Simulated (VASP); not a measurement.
A convergence study with VASP on LiH (rock salt): one setting is varied, all else stays as given below, so the limit is that of these other settings.

```
LiH
1.0
    0.00000     2.04000     2.04000
    2.04000     0.00000     2.04000
    2.04000     2.04000     0.00000
Li H
1 1
Direct
  0.00000   0.00000   0.00000
  0.50000   0.50000   0.50000
```

Method: PBE GGA, VASP's PBE PAW potentials (set 64) (plane waves; VASP 6.6.1). The tightest run used: 700 eV cut-off, 20×20×20 Γ-centred mesh, Gaussian smearing of 0.050 eV, potentials Li_sv H.

Problem. The settings run are 1×1×1 mesh; 2×2×2 mesh; 3×3×3 mesh; 4×4×4 mesh; 5×5×5 mesh; 6×6×6 mesh; 7×7×7 mesh; 8×8×8 mesh; 9×9×9 mesh; 10×10×10 mesh; 11×11×11 mesh; 12×12×12 mesh; 13×13×13 mesh; 14×14×14 mesh; 15×15×15 mesh; 16×16×16 mesh; 17×17×17 mesh; 18×18×18 mesh; 19×19×19 mesh; 20×20×20 mesh. From which on does the stress (every component) stay within 0.2 GPa of the tightest run?

Solution. From 5×5×5 mesh on: it is off by 0.00 there and by no more than 0.2 in any finer run, while 4×4×4 mesh is off by 0.30.
```tsv
setting	E (eV/atom)	pressure (GPa)	irreducible k-points	difference judged (GPa)
1×1×1 mesh	-6.0648	-35.56	1	33.54
2×2×2 mesh	-2.7234	4.56	3	6.58
3×3×3 mesh	-3.0779	-2.36	4	0.34
4×4×4 mesh	-3.0545	-1.72	8	0.30
5×5×5 mesh	-3.0610	-2.01	10	0.00
6×6×6 mesh	-3.0604	-1.99	16	0.03
7×7×7 mesh	-3.0608	-2.01	20	0.01
8×8×8 mesh	-3.0608	-2.01	29	0.01
9×9×9 mesh	-3.0608	-2.01	35	0.01
10×10×10 mesh	-3.0608	-2.01	47	0.01
11×11×11 mesh	-3.0608	-2.02	56	0.00
12×12×12 mesh	-3.0608	-2.02	72	0.00
13×13×13 mesh	-3.0608	-2.02	84	0.00
14×14×14 mesh	-3.0608	-2.02	104	0.00
15×15×15 mesh	-3.0608	-2.02	120	0.00
16×16×16 mesh	-3.0608	-2.02	145	0.00
17×17×17 mesh	-3.0608	-2.02	165	0.00
18×18×18 mesh	-3.0608	-2.02	195	0.00
19×19×19 mesh	-3.0608	-2.02	220	0.00
20×20×20 mesh	-3.0608	-2.02	256	0.00
```

Left out are rungs that failed or repeat a setting and relaxations that didn't move; long series are thinned to 24 rows.

The compound is LiH in the rock salt structure. The cell was not relaxed at this level.
